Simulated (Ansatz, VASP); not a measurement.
# Cross-check of P between VASP and Ansatz, part 2 of 2

One calculation is typed for both programs; each brings its own data sets. How far apart do they land? The cell is taken from a series of runs on this material, whose earlier steps may have relaxed, scaled, displaced or heated it; both programs get it as it stands.

VASP 6.6.1 and Ansatz 0.2.0.

So far: Starting point; VASP: zone-centre phonons, PBEsol with D3(BJ).

### 3. Ansatz: zone-centre phonons, PBEsol with D3(BJ)

Level of this step: Ansatz beside VASP: Kohn-Sham DFT, plane waves, PBEsol with D3(BJ) (Ansatz).

Ansatz runs on its PAW soft_1 files.

The same cell, functional, mesh and smearing now go to Ansatz, which takes its cutoff from its data sets.

Input file input.yaml:

```yaml
crystal:
  lattice:
    - [1.6855537359, -4.7491952263, 0.0]
    - [1.6855537359, 4.7491952263, 0.0]
    - [0.0, 0.0, 3.5630481945]
  atoms:
    - { symbol: P, position: [0.8841864777, 0.1158135223, 0.045107382] }
    - { symbol: P, position: [0.6158135223, 0.3841864777, 0.545107382] }
    - { symbol: P, position: [0.1158135223, 0.8841864777, 0.954892618] }
    - { symbol: P, position: [0.3841864777, 0.6158135223, 0.454892618] }
kpoints:
  mp_grid: { grid: [12, 12, 12] }
hamiltonian:
  xc: pbesol
  dispersion: d3bj
  pseudopotentials: { kind: paw, azcp: { folder: soft_1 }, xc_functional: pbe }
scf:
  occupations: { method: methfessel_paxton, width: 0.2 }
output:
  eigenvalues: true
phonons:
  method: dfpt
```

Command:

```
ansatz run input.yaml --threads 4 --pin off --max-ram 16384MiB --backend cpu --events-out ev --progress --plain --runs-dir out
```

Numbers of over 12 decimals in the logs are rounded to 6 here.

Log:

```text
zone centre: on kpoints.mp_grid the ground state, and the responses unless they are solved on pairs of k-points, stand on 476 of the mesh's 1728 k-points, reduced under 2 symmetry operations, with k and −k counted as one. Each operation leaves every solved displacement unchanged or reverses it
Engine: ansatz 0.2.0, x86_64-unknown-linux-gnu
Pseudopotentials: kind: paw
Pseudopotential: P, paw, valence charge 5, recommended cutoff 420 eV (normal), soft_1/P.paw.azcp
Functional definition: PBEsol
  exchange = pbesol_x
  correlation = pbesol_c
Crystal: 4 atoms, lattice volume = 57.045 Å³
Basis set: ecut = 420 eV, 1113 PW (Γ), exchange–correlation on 72×72×48 points (8 copies of the dense FFT grid, shifted against one another)
Bands: 14, of which v1, the nominal top of the filled ones, is band 10 counted from 1 (9 counted from 0)
Symmetry: 8 space group operations
k-points: 476 of 1728 (irreducible under 2 space group operations, time reversal used)
Non-local potential: P, projectors of the file, l = 0: 2, l = 1: 2, l = 2: 1
PAW form: soft (Blöchl's): semilocal exchange-correlation on the pseudo side does not see the compensation charge
PAW frozen core: P, regenerated for the run's functional, and the local potential with it (the file was generated under x = pbe(κ = 0.804, μ = 0.219515), c = pbe(β = 0.066725))
PAW one-centre angular grid: P, 110 points (default); XC on 64 Gauss nodes
Initial density: superposition of atomic densities (chi_scale 0.1, normalization cell)
Initial wavefunctions: pseudopotential atomic-orbital guess
Functional: x = pbesol(κ = 0.804, μ = 0.123457), c = pbesol(β = 0.046)
SCF iter   1: F=—  HF=-2961.531674 eV  |F-HF|=—  |Δ(HF+E_count)|=         —  Δρ=3.93e-2  dr2=5.09e-1  ethr=3.10e-3  ⟨swp⟩=7.0  Hψ=105721  notcnv=0
automatic band count: the SCF goes on with 18 bands, as 14 were too few: they end inside the smearing window of the response
preconditioner: auto → Kerker (q_TF=auto, 2.291 Å⁻¹)  [metal: Δε(μ)=0.011 eV  Ē_g=11.459 eV  σ=0.200 eV  W_gap=0.05  n_scr=12 (ndim 8)  ℏωp=22.0 eV  f_vac=0.000  D(μ)=0.82/eV (n_scr^D=2)]
SCF iter   2: F=—  HF=-2961.435033 eV  |F-HF|=—  |Δ(HF+E_count)|=   9.66e-2  S|Δr|=    0.00e0  Δρ=2.34e-2  dr2=1.86e-1  ethr=2.54e-3  ⟨swp⟩=1.0  Hψ=12382  notcnv=0
SCF iter   3: F=—  HF=-2961.381289 eV  |F-HF|=—  |Δ(HF+E_count)|=   5.37e-2  S|Δr|=    0.00e0  Δρ=1.48e-3  dr2=1.05e-3  ethr=9.32e-4  ⟨swp⟩=1.6  Hψ=9184  notcnv=0
SCF iter   4: F=—  HF=-2961.381556 eV  |F-HF|=—  |Δ(HF+E_count)|=   2.67e-4  S|Δr|=    0.00e0  Δρ=4.03e-4  dr2=1.04e-4  ethr=5.25e-6  ⟨swp⟩=2.4  Hψ=12104  notcnv=0
SCF iter   5: F=—  HF=-2961.381561 eV  |F-HF|=—  |Δ(HF+E_count)|=   5.93e-6  S|Δr|=    0.00e0  Δρ=7.45e-5  dr2=2.58e-6  ethr=5.18e-7  ⟨swp⟩=2.4  Hψ=12019  notcnv=0
SCF iter   6: F=—  HF=-2961.381561 eV  |F-HF|=—  |Δ(HF+E_count)|=   6.22e-7  S|Δr|=    0.00e0  Δρ=1.11e-5  dr2=1.40e-7  ethr=1.29e-8  ⟨swp⟩=2.2  Hψ=12162  notcnv=0
SCF iter   7: F=—  HF=-2961.381561 eV  |F-HF|=—  |Δ(HF+E_count)|=   8.78e-8  S|Δr|=    0.00e0  Δρ=2.42e-6  dr2=7.97e-9  ethr=7.01e-10  ⟨swp⟩=2.4  Hψ=10530  notcnv=0
SCF iter   8: F=—  HF=-2961.381561 eV  |F-HF|=—  |Δ(HF+E_count)|=   1.23e-9  S|Δr|=    0.00e0  Δρ=3.23e-7  dr2=5.76e-11  ethr=3.98e-11  ⟨swp⟩=2.2  Hψ=10261  notcnv=0  defer=1
SCF iter   9: F=-2961.381561 eV  HF=-2961.381561 eV  |F-HF|=2.73e-12  |Δ(HF+E_count)|=  4.09e-12  S|Δr|=    0.00e0  Δρ=4.53e-8  dr2=1.06e-12  ethr=1.00e-12  ⟨swp⟩=12.6  Hψ=54863  notcnv=0
SCF 1 converged in 9 iterations: F = -2961.381561 eV  dr2 = 1.06e-12
  Residual-converged pass: ⟨swp⟩=1.0  Hψ=10474  notcnv=0  max |occ|·‖R‖ = 7.1e-9 eV (tolerance 1.0e-8 eV)  dr2=1.06e-12  dr2_onsite=2.83e-14  max |Δocc| = 2.3e-12
  greatest PAW one-centre occupation: 0.806 electrons in one spin orbital (limit 2), on the P atom at site 3 (counted from 0), in its partial waves of l = 0
DFPT response loops at Γ: preconditioner auto → Kerker (q_TF=auto, 2.291 Å⁻¹) (partly filled bands, converged f_vac=0.000); β = 1.00, the filter's whole step (`scf.mixing.beta` (0.50) is not read by the response loops under this deck's `scf.mixing.preconditioner`; to damp them name `kerker` or `kerker_dos`, under which they read `scf.mixing.beta`, and type it under 1.00, their step now; both keys bind the ground state too); Broyden in place of MSR1
SCF converged after 9 iterations
Stability not checked: this state was not tested for a lower state beside it, because cold or Methfessel-Paxton smearing, or corrected tetrahedra, fill the levels in a way that the test cannot read (fill_not_monotonic; see scf.lower_state_search)
Free energy (F): -2961.381561 eV
Harris-Foulkes:  -2961.381561 eV  (|F-HF|=2.73e-12)
Internal energy: -2961.381306 eV  (E = F + TS)
E sigma→0 (E₀):  -2961.381497 eV
Entropy (-TS):   -0.000255 eV (-0.064 meV/atom)
Fermi energy:    11.191639 eV
--- Per-component energies (eV) ---
  E_band       = 86.662009
  E_kinetic    = 283.875661
  E_local      = -100.915512  (includes V_loc(G=0)·N_el)
  E_nonlocal   = 130.657206
  E_hartree    = 27.109528
  E_xc         = -293.314197
  E_vxc        = -250.455544  (∫ρ·V_xc dr)
  E_paw        = -2172.716574  (= ΣΔE_a)
  E_vpaw       = -30.718861  (= ΣTr[D̂ρ^β])
  E_aug_tail   = -0.000001  (compensation charges beyond the density's cutoff)
  E_ewald      = -834.671605
  E_disp       = -1.590196  (pairwise vdW)
  E_core_change = 0.184385  (= ΣΔE_core)
  E_smearing   = -0.000255  (= −TS)
  E_closure    = 0.000000  (closes the sum)
  Σ components = -2961.381561   (vs F -2961.381561, Δ=0.00e0)
--- Band table (eV; the first three rows and the last of 476) ---
  k-point 0: bands = [... 6 lower, 7.5823, 8.2614, 8.9649, 10.2386, 12.8879, 13.3054, 13.9479, 16.4092, ... 4 higher]
  k-point 1: bands = [... 6 lower, 7.5215, 7.6365, 9.4622, 10.1493, 12.5857, 13.5428, 14.5267, 15.5915, ... 4 higher]
  k-point 2: bands = [... 6 lower, 6.8878, 7.7927, 9.7600, 10.0092, 12.7419, 13.8315, 14.3391, 15.2341, ... 4 higher]
  k-point 475: bands = [... 6 lower, 9.2417, 9.2417, 10.5094, 10.5094, 12.2311, 12.2311, 12.9235, 12.9235, ... 4 higher]
--- Phonons (Γ-DFPT): 3 representative perturbations + reference, on 476 of 1728 k-points (Σ response iterations 9) ---
  k mesh reduced under 2 symmetry operations, with k and −k counted as one. Each operation leaves every solved displacement unchanged or reverses it
  ASR residual: 2.396e-5 → 0.000e0 eV/Å²; symmetrization residual: 3.340e-7 eV/Å²
  pairwise dispersion correction: d3bj (s6 = 1.0, s8 = 2.9491, a1 = 0.4466, a2_bohr = 6.1742), with the weights of each atom's references fixed at the reference crystal's, and the forces and stress that the weights' published response gives there kept as a pressure on the atom's counted neighbours (hamiltonian.dispersion)
  ASR residual per site (eV/Å²): 2.40e-5 2.40e-5 2.40e-5 2.40e-5
  Γ frequencies (cm⁻¹): 0.00 0.00 0.00 78.66 161.31 186.22 351.55 359.73 364.40 370.70 424.14 430.21
  non-analytic LO–TO correction: not included (Born effective charges unavailable; polar crystals: no LO–TO splitting at Γ)
```

### 4. Differences

Known differences besides the potentials themselves: the cutoff is 420 eV in Ansatz and 500 eV in VASP; Ansatz makes its cores anew for this functional, VASP keeps those of its PBE data sets; Ansatz takes the dispersion share of the force constants at frozen C6 weights, VASP differentiates the full forces; VASP uses finite displacements, Ansatz perturbation theory. Total energies have different zeros and are not compared.

The two programs side by side:

```tsv
quantity	Ansatz	VASP	difference
optical mode 1 (cm⁻¹)	78.7	79.9	-1.60 %
optical mode 2 (cm⁻¹)	161.3	163.1	-1.07 %
optical mode 3 (cm⁻¹)	186.2	187.2	-0.55 %
optical mode 4 (cm⁻¹)	351.6	352.2	-0.20 %
optical mode 5 (cm⁻¹)	359.7	358.8	+0.27 %
optical mode 6 (cm⁻¹)	364.4	365.8	-0.37 %
optical mode 7 (cm⁻¹)	370.7	370.3	+0.10 %
optical mode 8 (cm⁻¹)	424.1	423.9	+0.06 %
optical mode 9 (cm⁻¹)	430.2	428.8	+0.32 %
```

Modes are paired by rising frequency, not by their patterns, so a pair may set unlike modes beside each other; they are those without the splitting of longitudinal modes.

### 5. Outcome

| Quantity | Value |
| --- | --- |
| r.m.s. difference of the optical zone-centre modes, each program's sorted by frequency (zone-centre phonons, PBEsol with D3(BJ)) | 1.1 cm⁻¹ |
| difference in optical mode 1 (zone-centre phonons, PBEsol with D3(BJ)) | -1.6 % |

What this shows: The r.m.s. difference of the optical zone-centre modes, each program's sorted by frequency is 1.1 cm⁻¹ (zone-centre phonons, PBEsol with D3(BJ)). Among the rows given in per cent, the largest difference of the zone-centre phonons, PBEsol with D3(BJ) pair is in optical mode 1, -1.6 %. Such differences can come from data sets, numerical settings and the points named under the comparisons, not from the functional's error against experiment.

[Lines on the potential files, build, host, timing and source positions are cut from VASP's logs without a mark.]

[Logs are printed without paths, hosts, clocks, repeated set-up lines and the standing remarks that a program may print on its own settings, such as how far it seeks lower states.]

[Hosts, paths, dates, database ids (printed as entryN), source tags and the programs' standing remarks are cut or masked in the printed files.]
